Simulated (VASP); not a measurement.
# F on Cu(100): which site?, part 5 of 6

Aim: adsorption energies of F on the high-symmetry sites of Cu(100), at a coverage of 1/4.

VASP 6.6.1, plane waves and PAW; the level of theory is named at each step.

So far. Step 4 (Potential and states of the slab): The vacuum level lies 4.29 eV above the Fermi level at the upper face; both faces agree, as the slab has next to no dipole. Step 5 (Relaxing the adsorbate, site ontop): The run ended after 12 ionic steps, 0.024 eV below its first step, once the forces on the free atoms met EDIFFG = -0.03.

### 6. Potential and states with the adsorbate, site ontop

Level of this step: RPBE, no spin polarisation; plane waves and PAW (Cu, F) (VASP).

A static run like the clean slab's shows how the vacuum level shifts, by charge transfer, by any dipole of the adsorbate and by the slab's own rearrangement.

File INCAR:

```
SYSTEM = Cu16F
PREC = Normal
ENCUT = 440
EDIFF = 1E-06
NELM = 120
ISMEAR = 1
SIGMA = 0.15
LREAL = Auto
ALGO = Fast
GGA = RP
NBANDS = 113
LASPH = .TRUE.
LORBIT = 11
LWAVE = .FALSE.
LCHARG = .FALSE.
KPAR = 2
NCORE = 2
IDIPOL = 3
LDIPOL = .TRUE.
DIPOL = 0.5 0.5 0.513
LVHAR = .TRUE.
LVACPOTAV = .TRUE.
NEDOS = 1500
```

File POSCAR:

```
Cu16F
1.0
    5.2047758264      0.0000000000      0.0000000000
    0.0000000000      5.2047758264      0.0000000000
    0.0000000000      0.0000000000     20.5204984221
Cu F
16 1
Selective dynamics
Direct
    0.2500000000      0.2500000000      0.3654882000  F F F
    0.7500000000      0.2500000000      0.3654882000  F F F
    0.2500000000      0.7500000000      0.3654882000  F F F
    0.7500000000      0.7500000000      0.3654882000  F F F
    0.0000000000      0.0000000000      0.4551627300  F F F
    0.5000000000      0.0000000000      0.4551627300  F F F
    0.0000000000      0.5000000000      0.4551627300  F F F
    0.5000000000      0.5000000000      0.4551627300  F F F
    0.2483022149      0.2483022149      0.5458973916  T T T
    0.7516977851      0.2483022149      0.5458973916  T T T
    0.2483022149      0.7516977851      0.5458973916  T T T
    0.7516977851      0.7516977851      0.5458973916  T T T
    0.0000000000      0.0000000000      0.6355325881  T T T
    0.5000000000      0.0000000000      0.6334519070  T T T
    0.0000000000      0.5000000000      0.6334519070  T T T
    0.5000000000      0.5000000000      0.6303602778  T T T
    0.0000000000      0.0000000000      0.7255879857  T T T
```

File KPOINTS:

```
Automatic mesh
0
Gamma
5 5 1
0 0 0
```

The projector-augmented-wave data sets are Cu and F (PBE family, release 64).

On the command line:

```console
mpirun -np 4 vasp_std
```

What it wrote:

```text
[... set-up lines as in an earlier step ...]
 entering main loop
       N       E                     dE             d eps       ncg     rms          rms(c)
DAV:   1     0.169403876287E+04    0.16940E+04   -0.70080E+04  1356   0.177E+03
DAV:   2     0.198635642008E+03   -0.14954E+04   -0.14434E+04  1356   0.415E+02
DAV:   3    -0.327925347171E+02   -0.23143E+03   -0.20946E+03  1600   0.204E+02
DAV:   4    -0.633509255578E+02   -0.30558E+02   -0.28836E+02  1840   0.749E+01
DAV:   5    -0.644965822735E+02   -0.11457E+01   -0.11415E+01  1520   0.186E+01    0.278E+01
RMM:   6    -0.573143521363E+02    0.71822E+01   -0.13350E+02  1503   0.887E+01    0.162E+01
RMM:   7    -0.520414641684E+02    0.52729E+01   -0.28561E+01  1416   0.449E+01    0.306E+00
RMM:   8    -0.523353450028E+02   -0.29388E+00   -0.25656E+00  1587   0.732E+00    0.475E+00
RMM:   9    -0.519562978934E+02    0.37905E+00   -0.74611E-01  1490   0.493E+00    0.183E+00
RMM:  10    -0.519375548538E+02    0.18743E-01   -0.32574E-01  1607   0.307E+00    0.144E+00
RMM:  11    -0.519521032057E+02   -0.14548E-01   -0.26177E-01  1541   0.258E+00    0.119E+00
RMM:  12    -0.519158397340E+02    0.36263E-01   -0.56349E-02  1506   0.135E+00    0.526E-01
RMM:  13    -0.519139501244E+02    0.18896E-02   -0.43280E-02  1767   0.743E-01    0.294E-01
RMM:  14    -0.519128608143E+02    0.10893E-02   -0.53382E-03  1535   0.364E-01    0.175E-01
RMM:  15    -0.519124461450E+02    0.41467E-03   -0.34473E-03  1551   0.275E-01    0.144E-01
RMM:  16    -0.519118124468E+02    0.63370E-03   -0.23235E-03  1565   0.256E-01    0.114E-01
RMM:  17    -0.519116664124E+02    0.14603E-03   -0.64776E-04  1561   0.127E-01    0.106E-01
RMM:  18    -0.519114304619E+02    0.23595E-03   -0.11906E-03  1708   0.121E-01    0.987E-02
RMM:  19    -0.519113992495E+02    0.31212E-04   -0.22294E-04  1539   0.675E-02    0.792E-02
RMM:  20    -0.519114205136E+02   -0.21264E-04   -0.16247E-04  1554   0.575E-02    0.524E-02
RMM:  21    -0.519116925193E+02   -0.27201E-03   -0.34129E-04  1741   0.584E-02    0.237E-02
RMM:  22    -0.519117456728E+02   -0.53154E-04   -0.45129E-05  1529   0.339E-02    0.138E-02
RMM:  23    -0.519118031711E+02   -0.57498E-04   -0.25404E-05  1563   0.198E-02    0.147E-02
RMM:  24    -0.519118618898E+02   -0.58719E-04   -0.12722E-05  1478   0.161E-02    0.513E-03
RMM:  25    -0.519118722450E+02   -0.10355E-04   -0.74506E-06  1337   0.104E-02    0.510E-03
RMM:  26    -0.519118741192E+02   -0.18742E-05   -0.25360E-06  1048   0.792E-03    0.606E-03
RMM:  27    -0.519118738777E+02    0.24150E-06   -0.18675E-06   992   0.609E-03
 [... a notice as in an earlier step ...]

   1 F= -.51911874E+02 E0= -.51906831E+02  d E =-.151284E-01
```

Elapsed: 37 s, on 4 MPI ranks of AMD EPYC 9R45, shared host; peak memory 0.95 GiB; 2.3 min of CPU time.

From OUTCAR (step 6):

```text
   NELECT =     183.0000    total number of electrons

 dipolmoment           0.000000      0.000000      0.352641 electrons x Angstroem

 E-fermi :  -0.7650

 k-point     1 :       0.0000    0.0000    0.0000
  band No.  band energies     occupation
    ...
     89      -1.0297      2.03163
     90      -1.0237      2.03497
     91      -1.0098      2.04315
     92      -0.7428      0.75278
     93      -0.7392      0.71450
     94      -0.5511     -0.06157
     95      -0.4261     -0.00634
     96      -0.4261     -0.00634
     97       1.0741     -0.00000
     98       1.7904     -0.00000
    ...

  Total       -5.3372963     -5.3372963     -2.7758949      0.0000000      0.0000000      0.0000000
  in kB      -15.3829608    -15.3829608     -8.0005832      0.0000000      0.0000000      0.0000000
  external PRESSURE =     -12.9221682 kB  Pullay stress =       0.0000000 kB

 POSITION                                       TOTAL-FORCE (eV/Angst)
 -----------------------------------------------------------------------------------
      1.30119      1.30119      7.50000         0.015489      0.015489      0.190022
      3.90358      1.30119      7.50000        -0.015489      0.015489      0.190022
      1.30119      3.90358      7.50000         0.015489     -0.015489      0.190022
      3.90358      3.90358      7.50000        -0.015489     -0.015489      0.190022
      0.00000      0.00000      9.34017        -0.000000      0.000000     -0.216422
      2.60239      0.00000      9.34017        -0.000000      0.000000     -0.180896
      0.00000      2.60239      9.34017        -0.000000      0.000000     -0.180896
      2.60239      2.60239      9.34017        -0.000000      0.000000     -0.170191
      1.29236      1.29236     11.20209         0.001414      0.001414     -0.007185
      3.91242      1.29236     11.20209        -0.001414      0.001414     -0.007185
      1.29236      3.91242     11.20209         0.001414     -0.001414     -0.007185
      3.91242      3.91242     11.20209        -0.001414     -0.001414     -0.007185
      0.00000      0.00000     13.04145        -0.000000      0.000000      0.007860
      2.60239      0.00000     12.99875        -0.000000      0.000000     -0.011447
      0.00000      2.60239     12.99875        -0.000000      0.000000     -0.011447
      2.60239      2.60239     12.93531        -0.000000      0.000000      0.008975
      0.00000      0.00000     14.88943        -0.000000      0.000000      0.023116
 -----------------------------------------------------------------------------------
    total drift:                                0.000000      0.000000      0.001784

  FREE ENERGIE OF THE ION-ELECTRON SYSTEM (eV)
  ---------------------------------------------------
  free  energy   TOTEN  =       -51.9118738777 eV

  energy  without entropy=      -51.8967455094  energy(sigma->0) =      -51.90683109

 vacuum level on the upper side and lower side of the slab         5.877         3.522

[... 8 parts as in an earlier step ...]

[... 9 further parts left out ...]
```

Numbers from this step:

```yaml
electronic_cycles: 27
free_energy_toten: -51.9119 eV
energy_at_zero_smearing: -51.9068 eV
fermi_energy: -0.765 eV
dipole_moment: 0, 0, 0.3526 e·Å
vacuum_levels: 5.877, 3.522 eV
work_functions_of_the_upper_and_lower_face: 6.642, 4.287 eV
```

Zero at the Fermi level. Table of planar average of the electrostatic potential by height:

```
height (Å)  planar average of the electrostatic potential (eV)
       0.0                                                6.30
       0.5                                                4.35
       1.0                                                4.29
       1.5                                                4.29
       2.0                                                4.29
       2.5                                                4.29
       3.0                                                4.29
       3.5                                                4.29
       4.0                                                4.29
       4.5                                                4.27
       5.0                                                4.23
       5.5                                                4.08
       6.0                                                3.54
       6.5                                                1.77
       7.0                                               -6.32
       7.5                                               -11.9
       8.0                                               -6.54
       8.5                                               -1.46
       9.0                                               -9.41
       9.5                                               -11.5
      10.0                                               -3.89
      10.5                                               -3.21
      11.0                                               -11.1
      11.5                                              -10.00
      12.0                                               -2.10
      12.5                                               -6.74
      13.0                                               -11.9
      13.5                                               -6.26
      14.0                                                2.09
      14.5                                                3.37
      15.0                                                3.60
      15.5                                                5.99
      16.0                                                6.55
      16.5                                                6.63
      17.0                                                6.64
      17.5                                                6.64
      18.0                                                6.64
      18.5                                                6.64
      19.0                                                6.64
      19.5                                                6.64
      20.0                                                6.64
```

Density of states in the PAW spheres, an atom over height of the layer and energy from the Fermi level.

Values in states/eV, 22 rows by 6 columns, each cell a mean:
```
0.23 0.25 0.24 0.22 0.21 0.09
0.27 0.30 0.27 0.24 0.32 0.18
0.19 0.18 0.19 0.17 0.25 0.14
0.28 0.26 0.30 0.30 0.72 0.54
1.17 0.79 1.03 1.52 2.60 1.33
5.89 3.71 3.68 5.85 5.83 0.84
5.21 3.77 3.23 4.84 4.03 0.37
4.50 2.93 2.98 4.37 3.29 0.48
2.81 3.82 4.04 2.44 2.12 0.82
1.88 2.68 2.60 2.04 1.84 2.17
1.20 2.43 2.43 1.40 1.83 1.71
0.80 2.29 2.31 0.89 1.04 0.90
0.38 0.98 1.04 0.50 0.64 1.20
0.22 0.41 0.44 0.24 0.26 0.24
0.14 0.25 0.26 0.16 0.15 0.07
0.05 0.09 0.10 0.06 0.05 0.02
0.10 0.11 0.12 0.10 0.10 0.02
0.08 0.14 0.15 0.09 0.08 0.01
0.05 0.07 0.08 0.06 0.05 0.01
0.02 0.05 0.06 0.02 0.02 0.00
0.02 0.07 0.07 0.03 0.03 0.00
0.02 0.05 0.05 0.02 0.02 0.00
```
Columns: height of the layer (Å) from 7.5 to 14.9 (not evenly spaced); rows upwards: energy from the Fermi level (eV) from -7.9 to 0.5.

Force by atom:

```
atom  x (eV/Å)  y (eV/Å)  z (eV/Å)   size
 Cu1     0.015     0.015     0.190  0.191
 Cu2    -0.015     0.015     0.190  0.191
 Cu3     0.015    -0.015     0.190  0.191
 Cu4    -0.015    -0.015     0.190  0.191
 Cu5     0.000     0.000    -0.216  0.216
 Cu6     0.000     0.000    -0.181  0.181
 Cu7     0.000     0.000    -0.181  0.181
 Cu8     0.000     0.000    -0.170  0.170
 Cu9     0.001     0.001    -0.007  0.007
Cu10    -0.001     0.001    -0.007  0.007
Cu11     0.001    -0.001    -0.007  0.007
Cu12    -0.001    -0.001    -0.007  0.007
Cu13     0.000     0.000     0.008  0.008
Cu14     0.000     0.000    -0.011  0.011
Cu15     0.000     0.000    -0.011  0.011
Cu16     0.000     0.000     0.009  0.009
 F17     0.000     0.000     0.023  0.023
```

The map of layer states is cut here 0.5 eV above the Fermi level, so it leaves out the states above that.

At the end the adsorbate's closest contact with the slab is F-Cu at 1.85 Å, nearly straight above the slab's atom, and its lowest atom lies 1.85 Å above the highest atom of the slab.

The vacuum level lies 6.64 eV above the Fermi level at the upper face; the two faces differ by 2.35 eV, the step that the slab's dipole of 0.353 e·Å makes.

VASP counts the dipole in electrons times Å, so a positive number points the physical dipole along −c.

The program found no field-free point at its default tolerance, but its printed level agrees with the flat part of the planar average.

On this mesh the fine structure of the density of states is sampling noise, and high empty states may be cut by the number of bands.

### 7. Relaxing the adsorbate, site hollow

File INCAR:

```
SYSTEM = Cu16F
PREC = Normal
ENCUT = 440
EDIFF = 1E-05
NELM = 120
ISMEAR = 1
SIGMA = 0.15
LREAL = Auto
ALGO = Fast
GGA = RP
NBANDS = 113
LASPH = .TRUE.
LORBIT = 11
LWAVE = .FALSE.
LCHARG = .FALSE.
KPAR = 2
NCORE = 2
IBRION = 2
NSW = 50
ISIF = 2
EDIFFG = -0.03
POTIM = 0.4
MAXMIX = 40
IDIPOL = 3
LDIPOL = .TRUE.
DIPOL = 0.5 0.5 0.511
```

File POSCAR:

```
Cu16F
1.0
    5.2047758264      0.0000000000      0.0000000000
    0.0000000000      5.2047758264      0.0000000000
    0.0000000000      0.0000000000     20.5204984221
Cu F
16 1
Selective dynamics
Direct
    0.2500000000      0.2500000000      0.3654882000  F F F
    0.7500000000      0.2500000000      0.3654882000  F F F
    0.2500000000      0.7500000000      0.3654882000  F F F
    0.7500000000      0.7500000000      0.3654882000  F F F
    0.0000000000      0.0000000000      0.4551627300  F F F
    0.5000000000      0.0000000000      0.4551627300  F F F
    0.0000000000      0.5000000000      0.4551627300  F F F
    0.5000000000      0.5000000000      0.4551627300  F F F
    0.2500000000      0.2500000000      0.5461515400  T T T
    0.7500000000      0.2500000000      0.5461515400  T T T
    0.2500000000      0.7500000000      0.5461515400  T T T
    0.7500000000      0.7500000000      0.5461515400  T T T
    0.0000000000      0.0000000000      0.6332724400  T T T
    0.5000000000      0.0000000000      0.6332724400  T T T
    0.0000000000      0.5000000000      0.6332724400  T T T
    0.5000000000      0.5000000000      0.6332724400  T T T
    0.2500000000      0.2500000000      0.6893139600  T T T
```

KPOINTS is that of step 6.

On the command line:

```console
mpirun -np 4 vasp_std
```

What it wrote:

```text
[... set-up lines as in an earlier step ...]
 entering main loop
       N       E                     dE             d eps       ncg     rms          rms(c)
DAV:   1     0.169754087190E+04    0.16975E+04   -0.70163E+04  1356   0.177E+03
DAV:   2     0.198830812288E+03   -0.14987E+04   -0.14455E+04  1356   0.415E+02
DAV:   3    -0.338307032464E+02   -0.23266E+03   -0.21369E+03  1646   0.205E+02
DAV:   4    -0.624607365707E+02   -0.28630E+02   -0.27281E+02  1960   0.755E+01
[...]
RMM:  25    -0.521234778804E+02   -0.16101E-04   -0.10725E-06   780   0.580E-03    0.168E-03
RMM:  26    -0.521235012831E+02   -0.23403E-04   -0.89627E-07   761   0.392E-03    0.167E-03
RMM:  27    -0.521235082599E+02   -0.69768E-05   -0.40664E-07   753   0.379E-03
   1 F= -.52123508E+02 E0= -.52114755E+02  d E =-.521235E+02
[... from here on, the cycles between the ionic steps are left out ...]
   2 F= -.52201903E+02 E0= -.52193054E+02  d E =-.783950E-01
   3 F= -.52227408E+02 E0= -.52218558E+02  d E =-.103899E+00
   4 F= -.52227810E+02 E0= -.52218958E+02  d E =-.104301E+00
   5 F= -.52227744E+02 E0= -.52218892E+02  d E =-.104236E+00
   6 F= -.52233696E+02 E0= -.52224860E+02  d E =-.595183E-02
   7 F= -.52255384E+02 E0= -.52246595E+02  d E =-.276396E-01
   8 F= -.52240364E+02 E0= -.52231716E+02  d E =0.150197E-01
   9 F= -.52240731E+02 E0= -.52232064E+02  d E =0.146529E-01
  10 F= -.52240782E+02 E0= -.52232107E+02  d E =0.146018E-01
  11 F= -.52242427E+02 E0= -.52233829E+02  d E =-.164493E-02
  12 F= -.52242604E+02 E0= -.52234040E+02  d E =-.182171E-02
  13 F= -.52242642E+02 E0= -.52234092E+02  d E =-.185959E-02
  14 F= -.52242649E+02 E0= -.52234107E+02  d E =-.186659E-02
  15 F= -.52242986E+02 E0= -.52234439E+02  d E =-.337385E-03
 trial-energy change:   -0.000337  1 .order   -0.000288   -0.000541   -0.000036
 step:   2.0845(harm=  2.1374)  dis= 0.00292  next Energy=   -52.242987 (dE=-0.338E-03)
 reached required accuracy - stopping structural energy minimisation
```

Run time: 3 min. Hardware: 4 MPI ranks; peak memory 1 GiB; 12 min of CPU time.

From OUTCAR (step 7):

```text
  Total       -4.5897741     -4.5897741     -1.8527407      0.0000000     -0.0000000      0.0000000
  in kB      -13.2284797    -13.2284797     -5.3399017      0.0000000     -0.0000000      0.0000000
  external PRESSURE =     -10.5989537 kB  Pullay stress =       0.0000000 kB

 POSITION                                       TOTAL-FORCE (eV/Angst)
 -----------------------------------------------------------------------------------
      1.30119      1.30119      7.50000         0.000000      0.000000      0.189862
      3.90358      1.30119      7.50000         0.000000      0.000000      0.177006
      1.30119      3.90358      7.50000         0.000000      0.000000      0.177006
      3.90358      3.90358      7.50000         0.000000      0.000000      0.176037
      0.00000      0.00000      9.34017        -0.063583     -0.063583     -0.204056
      2.60239      0.00000      9.34017         0.063583     -0.063583     -0.204056
      0.00000      2.60239      9.34017        -0.063583      0.063583     -0.204056
      2.60239      2.60239      9.34017         0.063583      0.063583     -0.204056
      1.30119      1.30119     11.13982         0.000000      0.000000      0.009270
      3.90358      1.30119     11.18981         0.000000      0.000000      0.007009
      1.30119      3.90358     11.18981         0.000000      0.000000      0.007009
      3.90358      3.90358     11.23614         0.000000      0.000000      0.008503
      5.19267      5.19267     12.98341         0.004410      0.004410      0.014805
      2.61449      5.19267     12.98341        -0.004410      0.004410      0.014805
[...]
-----------------------------------------------------------------------------------
    total drift:                                0.000000      0.000000     -0.033866

  FREE ENERGIE OF THE ION-ELECTRON SYSTEM (eV)
  ---------------------------------------------------
  free  energy   TOTEN  =       -52.2429859961 eV

  energy  without entropy=      -52.2173463234  energy(sigma->0) =      -52.23443944

[... 3 parts as in an earlier step ...]

[... 1 further part left out ...]
[key lines of the parts left out:]
E-fermi :  -0.3399
```

Relaxation path:

```
step  energy less that of the first step (eV)  largest force (eV/Å)
   1                                   0.0000                1.0011
   2                                  -0.0784                0.5818
   3                                  -0.1039                0.1538
   4                                  -0.1043                0.2016
   5                                  -0.1042                0.1714
   6                                  -0.1102                0.1470
   7                                  -0.1319                0.1725
   8                                  -0.1169                0.1387
   9                                  -0.1172                0.1251
  10                                  -0.1173                0.1214
  11                                  -0.1189                0.0596
  12                                  -0.1191                0.0439
  13                                  -0.1191                0.0444
  14                                  -0.1191                0.0375
  15                                  -0.1195                0.0161
```

The atoms that moved most (Å):

```
atom      dx      dy      dz  length
 F17   0.000   0.000   0.150   0.150
 Cu9   0.000   0.000  -0.067   0.067
Cu12   0.000   0.000   0.029   0.029
Cu13  -0.012  -0.012  -0.012   0.021
Cu16   0.012   0.012  -0.012   0.021
Cu15  -0.012   0.012  -0.012   0.021
Cu14   0.012  -0.012  -0.012   0.021
Cu10   0.000   0.000  -0.017   0.017
```

Final coordinates:

```xyz
17
Lattice="5.2048 0.0000 0.0000 0.0000 5.2048 0.0000 0.0000 0.0000 20.5205" Properties=species:S:1:pos:R:3
Cu    1.3012    1.3012    7.5000
Cu    3.9036    1.3012    7.5000
Cu    1.3012    3.9036    7.5000
Cu    3.9036    3.9036    7.5000
Cu    0.0000    0.0000    9.3402
Cu    2.6024    0.0000    9.3402
Cu    0.0000    2.6024    9.3402
Cu    2.6024    2.6024    9.3402
Cu    1.3012    1.3012   11.1398
Cu    3.9036    1.3012   11.1898
Cu    1.3012    3.9036   11.1898
Cu    3.9036    3.9036   11.2361
Cu   -0.0121   -0.0121   12.9834
Cu    2.6145   -0.0121   12.9834
Cu   -0.0121    2.6145   12.9834
Cu    2.6145    2.6145   12.9834
F     1.3012    1.3012   14.2953
```

The run ended after 15 ionic steps, 0.119 eV below its first step, once the forces on the free atoms met EDIFFG = -0.03.

[end of part 5 of 6]

[Lines on the potential files, build, host, timing and source positions are cut from VASP's logs without a mark.]

[Logs are printed without paths, hosts, clocks, repeated set-up lines and the standing remarks that a program may print on its own settings, such as how far it seeks lower states.]

[Hosts, paths, dates, database ids (printed as entryN), source tags and the programs' standing remarks are cut or masked in the printed files.]

[Runs that stopped without an error message from VASP are left out.]
